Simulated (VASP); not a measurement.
These are PBEsol GGA, VASP's PBE PAW potentials (set 64) (plane waves; VASP) values and carry that method's errors.

VASP ran on this input.

INCAR:
```
SYSTEM=SnTe
PREC=Accurate; ENCUT=500; LREAL=F
LASPH=T
EDIFF=1E-6; NELM=100; ALGO=Normal
LMAXMIX=4
ISMEAR=0; SIGMA=0.05
GGA=PS
IBRION=2; NSW=40; ISIF=3
EDIFFG=-0.02
LWAVE=F; LCHARG=F
```

### POSCAR
```
SnTe
1
   -0.0000000000     3.1425384091     3.1425384091
    3.1425384091    -0.0000000000     3.1425384091
    3.1425384091     3.1425384091     0.0000000000
Sn Te
1 1
Direct
  1.0000000000   0.0000000000   0.0000000000
  0.5000000000   0.5000000000   0.5000000000
```

### KPOINTS
```
Automatic mesh
0
Gamma
7 7 7
0 0 0
```

POTCAR, in this order: Sn_d Te (PBE.64 set). Program: vasp_std.

Output of the run:

**OSZICAR**
```
       N       E                     dE             d eps       ncg     rms          rms(c)
DAV:   1     0.120175752633E+03    0.12018E+03   -0.93574E+03   560   0.159E+03
DAV:   2     0.224374283768E+01   -0.11793E+03   -0.11595E+03   578   0.364E+02
DAV:   3    -0.812815669638E+01   -0.10372E+02   -0.10260E+02   740   0.994E+01
DAV:   4    -0.838668894888E+01   -0.25853E+00   -0.25848E+00   610   0.169E+01
DAV:   5    -0.839814403130E+01   -0.11455E-01   -0.11455E-01   854   0.348E+00    0.496E+00
DAV:   6    -0.834751786342E+01    0.50626E-01   -0.12016E-01   760   0.317E+00    0.314E+00
DAV:   7    -0.834549520879E+01    0.20227E-02   -0.44758E-02   688   0.155E+00    0.696E-01
DAV:   8    -0.834481428892E+01    0.68092E-03   -0.69953E-03   668   0.830E-01    0.157E-01
DAV:   9    -0.834487742081E+01   -0.63132E-04   -0.48120E-04   678   0.225E-01    0.365E-02
DAV:  10    -0.834486532729E+01    0.12094E-04   -0.51158E-05   692   0.750E-02    0.203E-02
DAV:  11    -0.834486512187E+01    0.20542E-06   -0.25832E-05   700   0.485E-02    0.197E-02
DAV:  12    -0.834486463891E+01    0.48295E-06   -0.28125E-06   552   0.164E-02
   1 F= -.83448646E+01 E0= -.83448646E+01  d E =-.834486E+01
```

OUTCAR:
```
------------------------ aborting loop because EDIFF is reached ----------------------------------------
  FORCE on cell =-STRESS in cart. coord.  units (eV):
  Direction    XX          YY          ZZ          XY          YZ          ZX
  --------------------------------------------------------------------------------------
  Total       -0.0094226     -0.0094226     -0.0094226      0.0000000     -0.0000000     -0.0000000
  in kB       -0.2432255     -0.2432255     -0.2432255      0.0000000     -0.0000000     -0.0000000
  external PRESSURE =      -0.2432255 kB  Pullay stress =       0.0000000 kB
  volume of cell :       62.07
      direct lattice vectors                 reciprocal lattice vectors
     0.000000000  3.142538409  3.142538409    -0.159107045  0.159107045  0.159107045
     3.142538409  0.000000000  3.142538409     0.159107045 -0.159107045  0.159107045
     3.142538409  3.142538409  0.000000000     0.159107045  0.159107045 -0.159107045
 POSITION                                       TOTAL-FORCE (eV/Angst)
 -----------------------------------------------------------------------------------
      0.00000      0.00000      0.00000         0.000000      0.000000     -0.000000
      3.14254      3.14254      3.14254        -0.000000     -0.000000      0.000000
 -----------------------------------------------------------------------------------
    total drift:                                0.000000     -0.000000     -0.000000
  FREE ENERGIE OF THE ION-ELECTRON SYSTEM (eV)
  ---------------------------------------------------
  free  energy   TOTEN  =        -8.3448646389 eV

  energy  without entropy=       -8.3448646389  energy(sigma->0) =       -8.34486464

 reached required accuracy - stopping structural energy minimisation
```
(Selected blocks of OUTCAR.)

The structure was generated: SnTe was put into the rock salt type (Fm-3m), which need not be its known phase. It was relaxed first, which changed the volume by +16 %.
